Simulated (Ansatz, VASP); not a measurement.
# K2LiBrF2: VASP beside Ansatz, part 2 of 3

Wanted: the spread between two codes on one cell, functional and k mesh. The cell is generated by rule, not measured, and may not be a known phase. Of the first pair: The cell is taken from a series of runs on this material, whose earlier steps may have relaxed, scaled, displaced or heated it; both programs get it as it stands.

VASP 6.6.1 and Ansatz 0.2.0.

So far: Starting point; VASP: relaxation of cell and atoms, PBEsol, pair 1.

## 3. Ansatz: relaxation of cell and atoms, PBEsol, pair 1

Level of this step: Ansatz beside VASP: Kohn-Sham DFT, plane waves, PBEsol (Ansatz).

Ansatz runs on its default PAW (the set named soft_2) files.

The same cell, functional, mesh and smearing now go to Ansatz, which takes its cutoff from its data sets.

input.yaml

```yaml
crystal:
  lattice:
    - [2.6225415331, 2.6225415331, 0.0]
    - [-2.6225415331, 2.6225415331, 0.0]
    - [2.6225415331, 0.0, 8.8744064082]
  atoms:
    - { symbol: Br, position: [0.1666666667, 0.8333333333, 0.6666666667] }
    - { symbol: F, position: [0.4948414608, 0.5051585392, 0.0103170785] }
    - { symbol: F, position: [0.8384918726, 0.1615081274, 0.3230162549] }
    - { symbol: K, position: [-0.0114209186, 0.0114209186, 0.0228418372] }
    - { symbol: K, position: [0.3447542519, 0.6552457481, 0.3104914962] }
    - { symbol: Li, position: [0.6666666667, 0.3333333333, 0.6666666667] }
kpoints:
  mp_grid: { grid: [6, 6, 6] }
hamiltonian:
  xc: pbesol
scf:
  occupations: { method: gaussian, width: 0.02 }
output:
  forces: true
  stress: true
  eigenvalues: true
relax:
  adjacent_minimum: "off"
  f_tol: 0.005
  max_steps: 80
  cell: { stress_tol: 0.05 }
```

Launch:

```console
$ ansatz run input.yaml --threads 8 --pin off --max-ram 14336MiB --backend cpu --events-out ev --progress --plain --runs-dir out
```

Numbers of over 12 decimals in the logs are rounded to 6 here.

The program printed:

```text
Engine: ansatz 0.2.0, x86_64-unknown-linux-gnu
Pseudopotentials: kind: paw
Pseudopotential: Br, paw, valence charge 7, recommended cutoff 420 eV (normal), Br.paw.azcp
Pseudopotential: F, paw, valence charge 7, recommended cutoff 420 eV (normal), F.paw.azcp
Pseudopotential: K, paw, valence charge 9, recommended cutoff 420 eV (normal), K.paw.azcp
Pseudopotential: Li, paw, valence charge 3, recommended cutoff 420 eV (normal), Li.paw.azcp
Functional definition: PBEsol
  exchange = pbesol_x
  correlation = pbesol_c
Crystal: 6 atoms, lattice volume = 122.071 Å³
Basis set: ecut = 420 eV, 2409 PW (Γ), exchange–correlation on 50×50×128 points (8 copies of the dense FFT grid, shifted against one another)
Bands: 27, of which v1, the nominal top of the filled ones, is band 21 counted from 1 (20 counted from 0)
Symmetry: 16 space group operations
Space group: I4/mmm (ITA 139), of the structure as read, at distance tolerance 5.0e-5 Å
k-points: 30 of 216
Non-local potential: Br, projectors of the file, l = 0: 2, l = 1: 2, l = 2: 2
Non-local potential: F, projectors of the file, l = 0: 2, l = 1: 2, l = 2: 1
Non-local potential: K, projectors of the file, l = 0: 3, l = 1: 2, l = 2: 2
Non-local potential: Li, projectors of the file, l = 0: 3, l = 1: 2, l = 2: 1
PAW form: soft (Blöchl's): semilocal exchange-correlation on the pseudo side does not see the compensation charge
PAW frozen core: Br, regenerated for the run's functional, and the local potential with it (the file was generated under x = pbe(κ = 0.804, μ = 0.219515), c = pbe(β = 0.066725))
PAW frozen core: F, regenerated for the run's functional, and the local potential with it (the file was generated under x = pbe(κ = 0.804, μ = 0.219515), c = pbe(β = 0.066725))
PAW frozen core: K, regenerated for the run's functional, and the local potential with it (the file was generated under x = pbe(κ = 0.804, μ = 0.219515), c = pbe(β = 0.066725))
PAW one-centre angular grid: Br, 110 points (default); XC on 64 Gauss nodes
PAW one-centre angular grid: F, 110 points (default); XC on 64 Gauss nodes
PAW one-centre angular grid: K, 110 points (default); XC on 64 Gauss nodes
PAW one-centre angular grid: Li, 110 points (default); XC on 64 Gauss nodes
Initial density: superposition of atomic densities (neutral atoms: chi_scale 0, normalization atom), corrected by the library's trained network
Initial wavefunctions: pseudopotential atomic-orbital guess
Functional: x = pbesol(κ = 0.804, μ = 0.123457), c = pbesol(β = 0.046)
SCF iter   1: F=—  HF=-7580.440864 eV  |F-HF|=—  |Δ(HF+E_count)|=         —  Δρ=9.34e-3  dr2=8.31e-2  ethr=1.77e-3  ⟨swp⟩=8.8  Hψ=4355  notcnv=0
preconditioner: auto → Resta (q_TF=auto, 2.284 Å⁻¹)  ε∞=2.9  [insulator: Δε(μ)=5.167 eV  Ē_g=14.612 eV  σ=0.020 eV  W_gap=1.00  n_scr=22 (ndim 8)  ℏωp=20.2 eV  f_vac=0.073  D(μ)=0.00/eV (n_scr^D=0)  ε∞_Penn≈2.9]
SCF iter   2: F=—  HF=-7580.419593 eV  |F-HF|=—  |Δ(HF+E_count)|=   2.13e-2  Δρ=3.36e-3  dr2=8.60e-3  ethr=1.98e-4  ⟨swp⟩=2.0  Hψ=1730  notcnv=0  defer=36
SCF iter   3: F=—  HF=-7580.417543 eV  |F-HF|=—  |Δ(HF+E_count)|=   2.05e-3  Δρ=8.29e-4  dr2=1.92e-3  ethr=2.05e-5  ⟨swp⟩=2.0  Hψ=1454  notcnv=0  defer=37
SCF iter   4: F=—  HF=-7580.417015 eV  |F-HF|=—  |Δ(HF+E_count)|=   5.28e-4  Δρ=1.97e-4  dr2=1.74e-4  ethr=4.57e-6  ⟨swp⟩=2.0  Hψ=1303  notcnv=0  defer=37
SCF iter   5: F=—  HF=-7580.416982 eV  |F-HF|=—  |Δ(HF+E_count)|=   3.31e-5  Δρ=5.42e-5  dr2=5.38e-6  ethr=4.14e-7  ⟨swp⟩=2.0  Hψ=1185  notcnv=0  defer=37
SCF iter   6: F=—  HF=-7580.416954 eV  |F-HF|=—  |Δ(HF+E_count)|=   2.78e-5  Δρ=1.58e-5  dr2=2.79e-7  ethr=1.28e-8  ⟨swp⟩=2.0  Hψ=1268  notcnv=0  defer=37
SCF iter   7: F=-7580.416954 eV  HF=-7580.416954 eV  |F-HF|=1.15e-8  |Δ(HF+E_count)|=   2.10e-7  Δρ=2.79e-6  dr2=9.09e-9  ethr=2.38e-10  ⟨swp⟩=10.6  Hψ=3886  notcnv=0
SCF 1 converged in 7 iterations: F = -7580.416954 eV  dr2 = 9.09e-9
  greatest PAW one-centre occupation: 0.999 electrons in one spin orbital (limit 2), on the Li atom at site 5 (counted from 0), in its partial waves of l = 0
relax step   1: F+E_penalty+E_count = -7580.41695420 eV  Δ(F+E_penalty+E_count) = +0.000e0 eV  max|allowed force component| = 1.505e-2 eV/Å  Δτ_max = 0.0000 Å  P = +0.011 GPa  Ω = 122.071 Å³  (7 SCF iters, dr2 threshold 1.00e-7 eV, accepted)
[...]
relax step   3: F+E_penalty+E_count = -7580.41634990 eV  Δ(F+E_penalty+E_count) = +5.272e-4 eV  max|allowed force component| = 2.878e-2 eV/Å  Δτ_max = 0.0089 Å  P = -0.021 GPa  Ω = 122.760 Å³  energy of the carried Pulay correction = -9.276e-4 eV  (7 SCF iters, dr2 threshold 1.29e-8 eV, rejected (line search))
[...]
relax step   4: F+E_penalty+E_count = -7580.41684179 eV  Δ(F+E_penalty+E_count) = +3.533e-5 eV  max|allowed force component| = 1.343e-4 eV/Å  Δτ_max = 0.0019 Å  P = +0.001 GPa  Ω = 122.564 Å³  energy of the carried Pulay correction = -6.647e-4 eV  (9 SCF iters, accepted)
[...]
relax step   5: F+E_penalty+E_count = -7580.41753213 eV  Δ(F+E_penalty+E_count) = -6.903e-4 eV  max|allowed force component| = 1.004e-4 eV/Å  Δτ_max = 0.0000 Å  P = +0.013 GPa  Ω = 122.564 Å³  stress off target by 3.38e-2 GPa  SCF on the basis re-selected at this cell (its energy is not comparable with the rows above)  (5 SCF iters)
basis re-selected at this cell: Δ(F+E_penalty+E_count) = -6.903e-4 eV, ΔP = +0.012 GPa vs the last step (what re-selecting the basis moved, of the pressure what is left beyond the Pulay correction that the steps carried, after the strain that the cell walked since its last selection, with what the two solves' SCF thresholds leave and, on support functions, any second-order correction that the steps lacked; it is no m [...]
SCF converged after 5 iterations
Free energy (F): -7580.417532 eV
Harris-Foulkes:  -7580.417532 eV  (|F-HF|=4.55e-12)
Internal energy: -7580.417532 eV  (E = F + TS)
E sigma→0 (E₀):  -7580.417532 eV
Fermi energy:    4.045107 eV
--- Per-component energies (eV) ---
  E_band       = -365.464545
  E_kinetic    = 1078.166168
  E_local      = -3058.482979  (includes V_loc(G=0)·N_el)
  E_nonlocal   = 212.043027
  E_hartree    = 1133.773399
  E_xc         = -699.320928
  E_vxc        = -651.566169  (∫ρ·V_xc dr)
  E_paw        = -4132.843758  (= ΣΔE_a)
  E_vpaw       = -213.175311  (= ΣTr[D̂ρ^β])
  E_aug_tail   = 0.004061  (compensation charges beyond the density's cutoff)
  E_ewald      = -2114.149448
  E_core_change = 0.392926  (= ΣΔE_core)
  E_smearing   = -0.000000  (= −TS)
  E_closure    = -0.000000  (closes the sum)
  Σ components = -7580.417532   (vs F -7580.417532, Δ=0.00e0)
--- Forces (eV/Å), atoms counted from 1 ---
  atom   1  Br    -0.00000000    -0.00000000    -0.00000000
  atom   2  F      0.00000000     0.00000000     0.00002262
  atom   3  F     -0.00000000     0.00000000    -0.00002262
  atom   4  K     -0.00000000     0.00000000    -0.00010043
  atom   5  K      0.00000000     0.00000000     0.00010043
  atom   6  Li     0.00000000    -0.00000000    -0.00000000
  max |Σ_I F_I| component: 2.07e-25 eV/Å
--- Stress (GPa, compression-positive) ---
        0.002236      -0.000000      -0.000000
        0.000000       0.002236       0.000000
       -0.000000       0.000000       0.033815
  P = ⅓ Tr σ = 0.0128 GPa (0.128 kbar)
--- Band table (eV; the first three rows and the last of 30) ---
  k-point 0: bands = [... 17 lower, 1.1336, 1.1404, 1.1865, 1.1865, 6.5830, 8.8775, 9.3232, 9.5745, ... 2 higher]
  k-point 1: bands = [... 17 lower, 1.1341, 1.1341, 1.1836, 1.1836, 6.6782, 8.5830, 9.4319, 9.6498, ... 2 higher]
  k-point 2: bands = [... 17 lower, 1.1350, 1.1350, 1.1778, 1.1778, 6.9056, 8.2015, 9.3178, 10.1336, ... 2 higher]
  k-point 29: bands = [... 17 lower, 1.0200, 1.0507, 1.0591, 1.0816, 8.1503, 8.9870, 9.2395, 10.2098, ... 2 higher]
--- Relaxed structure (4 steps of the walk, 3 accepted, 1 SCFs on fresh bases) ---
  F+E_penalty+E_count = -7580.41753213 eV   max|allowed force component| = 1.004e-4 eV/Å   (the final SCF, on the basis selected at the relaxed cell)
  cell:  # Å, volume = 122.5644 Å³
    - [2.620337, 2.620337, 0.0]
    - [-2.620337, 2.620337, 0.0]
    - [2.620337, 0, 8.925242]
  atoms:
    - { symbol: Br, position: [0.166667, 0.833333, 0.666667] }
    - { symbol: F, position: [0.493832, 0.506168, 0.012335] }
    - { symbol: F, position: [0.839501, 0.160499, 0.320998] }
    - { symbol: K, position: [-0.011537, 0.011537, 0.023075] }
    - { symbol: K, position: [0.344871, 0.655129, 0.310259] }
    - { symbol: Li, position: [0.666667, 0.333333, 0.666667] }
```

## 4. Side by side

Known differences besides the potentials themselves: the cutoff is 420 eV in Ansatz and 750 eV in VASP; Ansatz makes its cores anew for this functional, VASP keeps those of its PBE data sets; Ansatz adds a Pulay correction to the stress that steers its cell, VASP none. Total energies have different zeros and are not compared.

Compared:

```csv
quantity,Ansatz,VASP,difference
volume (Å³),122.56,122.64,-0.06 %
"edge a after relaxation, in the typed setting (Å)",3.706,3.709,-0.08 %
"edge c after relaxation, in the typed setting (Å)",9.302,9.294,+0.08 %
```

## 5. Ansatz: relaxation of cell and atoms, PBEsol, pair 2

The relaxed volume is the usual yardstick between codes: in a stiff, nearly cubic crystal its relative difference is about their pressure difference at one cell divided by the bulk modulus. Its start cell is another than that of the pair before, and may be another structure of the material.

The two relaxations start from unlike cells of this crystal, so only their ends are compared.

input.yaml

```yaml
crystal:
  lattice:
    - [2.7, 2.7, 0.0]
    - [-2.7, 2.7, 0.0]
    - [2.7, 0.0, 8.1]
  atoms:
    - { symbol: Br, position: [0.166667, 0.833333, 0.666667] }
    - { symbol: F, position: [0.5, 0.5, 0.0] }
    - { symbol: F, position: [0.833333, 0.166667, 0.333333] }
    - { symbol: K, position: [0.0, 0.0, 0.0] }
    - { symbol: K, position: [0.333333, 0.666667, 0.333333] }
    - { symbol: Li, position: [0.666667, 0.333333, 0.666667] }
kpoints:
  mp_grid: { grid: [6, 6, 6] }
hamiltonian:
  xc: pbesol
scf:
  occupations: { method: gaussian, width: 0.1 }
output:
  forces: true
  stress: true
  eigenvalues: true
relax:
  adjacent_minimum: "off"
  f_tol: 0.05
  max_steps: 80
  cell: { stress_tol: 0.5 }
```

The program printed:

```text
[...]
cell:  # Å, volume = 122.0714 Å³
    - [2.622542, 2.622542, 0.0]
    - [-2.622542, 2.622542, 0.0]
    - [2.622542, 0, 8.874406]
  atoms:
    - { symbol: Br, position: [0.166667, 0.833333, 0.666667] }
    - { symbol: F, position: [0.494841, 0.505159, 0.010317] }
    - { symbol: F, position: [0.838492, 0.161508, 0.323016] }
    - { symbol: K, position: [-0.011421, 0.011421, 0.022842] }
    - { symbol: K, position: [0.344754, 0.655246, 0.310491] }
    - { symbol: Li, position: [0.666667, 0.333333, 0.666667] }
[key lines of the parts left out:]
SCF converged after 5 iterations
Free energy (F): -7580.416954 eV
Fermi energy:    4.109081 eV
P = ⅓ Tr σ = 0.0108 GPa (0.108 kbar)
```

## 6. VASP: relaxation of cell and atoms, PBEsol, pair 2

Its own start cell and the same functional, mesh and smearing now go to VASP, with its own data sets.

INCAR

```
SYSTEM = K2LiBrF2
PREC = Accurate
ENCUT = 750
EDIFF = 1E-07
NELM = 120
ISMEAR = 0
SIGMA = 0.1
LREAL = .FALSE.
ALGO = Normal
GGA = PS
NBANDS = 27
LORBIT = 11
LWAVE = .FALSE.
LCHARG = .FALSE.
ISIF = 3
IBRION = 2
NSW = 80
EDIFFG = -0.005
LASPH = .TRUE.
GGA_COMPAT = .FALSE.
NELMIN = 4
EFERMI = MIDGAP
KPAR = 2
```

POSCAR

```
K2LiBrF2
1.0
    2.6230819503      2.6230819503      0.0000000000
   -2.6230819503      2.6230819503      0.0000000000
    2.6230819503      0.0000000000      8.8960544950
Br F K Li
1 2 2 1
Direct
    0.1666666667      0.8333333333      0.6666666667
    0.4945282318      0.5054717682      0.0109435364
    0.8388051016      0.1611948984      0.3223897970
    0.9886469674      0.0113530326      0.0227060653
    0.3446863660      0.6553136340      0.3106272681
    0.6666666667      0.3333333333      0.6666666667
```

KPOINTS

```
Automatic mesh
0
Gamma
6 6 6
0 0 0
```

Potentials, in the order of the species: Br, F, K_sv and Li_sv (PBE family, release 64).

Launch:

```console
$ mpirun -np 2 vasp_std
```

The program printed:

```text
[banner, memory and clock lines left out]
running    2 mpi-ranks, on    1 nodes
[...]
[... a notice as in an earlier step ...]

 LDA part: xc-table for (Slater+PW92), standard interpolation
 POSCAR, INCAR and KPOINTS ok, starting setup
[...]
entering main loop
       N       E                     dE             d eps       ncg     rms          rms(c)
DAV:   1     0.415308212495E+03    0.41531E+03   -0.24640E+04  1620   0.193E+03
DAV:   2     0.863029377535E+01   -0.40668E+03   -0.39571E+03  1910   0.450E+02
DAV:   3    -0.221602596664E+02   -0.30791E+02   -0.30691E+02  2010   0.114E+02
DAV:   4    -0.261109341970E+02   -0.39507E+01   -0.39425E+01  2976   0.226E+01
[...]
DAV:  15    -0.236001205059E+02   -0.15642E-05   -0.88270E-06  2069   0.167E-02    0.342E-03
DAV:  16    -0.236001209764E+02   -0.47052E-06   -0.68435E-07  2121   0.502E-03    0.171E-03
DAV:  17    -0.236001210561E+02   -0.79653E-07   -0.12646E-07  1605   0.257E-03
   1 F= -.23600121E+02 E0= -.23600121E+02  d E =-.236001E+02
[... from here on, the cycles between the ionic steps are left out ...]
   2 F= -.23600139E+02 E0= -.23600139E+02  d E =-.175309E-04
   3 F= -.23600161E+02 E0= -.23600161E+02  d E =-.398164E-04
   4 F= -.23600167E+02 E0= -.23600167E+02  d E =-.594092E-05
   5 F= -.23600178E+02 E0= -.23600178E+02  d E =-.171588E-04
[...]
reached required accuracy - stopping structural energy minimisation
```

From OUTCAR (step 6):

```text
  Total        0.0127780      0.0127780      0.0009667      0.0000000     -0.0000000     -0.0000000
  in kB        0.1670474      0.1670474      0.0126382      0.0000000     -0.0000000     -0.0000000
  external PRESSURE =       0.1155777 kB  Pullay stress =       0.0000000 kB

 POSITION                                       TOTAL-FORCE (eV/Angst)
 -----------------------------------------------------------------------------------
      0.00000      2.62194      5.94246         0.000000      0.000000     -0.000000
     -0.00000      2.62194      0.09970         0.000000     -0.000000      0.003841
      2.62194      2.62194      2.87153        -0.000000      0.000000     -0.003841
      2.62194      2.62194      0.20273        -0.000000     -0.000000      0.000609
      0.00000      2.62194      2.76849         0.000000      0.000000     -0.000609
      2.62194      2.62194      5.94246         0.000000     -0.000000     -0.000000
 -----------------------------------------------------------------------------------
    total drift:                               -0.000001     -0.000000      0.000000

  FREE ENERGIE OF THE ION-ELECTRON SYSTEM (eV)
  ---------------------------------------------------
  free  energy   TOTEN  =       -23.6001780312 eV

  energy  without entropy=      -23.6001780312  energy(sigma->0) =      -23.60017803

[... 2 parts as in an earlier step ...]

[... 2 further parts left out ...]
[key lines of the parts left out:]
E-fermi :   0.8098
```

## 7. Side by side

The two programs side by side:

```csv
quantity,Ansatz,VASP,difference
volume (Å³),122.07,122.56,-0.40 %
"edge a after relaxation, in the typed setting (Å)",3.709,3.708,+0.02 %
"edge c after relaxation, in the typed setting (Å)",9.254,9.291,-0.40 %
```

(Continued in part 3 of 3.)

[Lines on the potential files, build, host, timing and source positions are cut from VASP's logs without a mark.]

[Logs are printed without paths, hosts, clocks, repeated set-up lines and the standing remarks that a program may print on its own settings, such as how far it seeks lower states.]

[Hosts, paths, dates, database ids (printed as entryN), source tags and the programs' standing remarks are cut or masked in the printed files.]
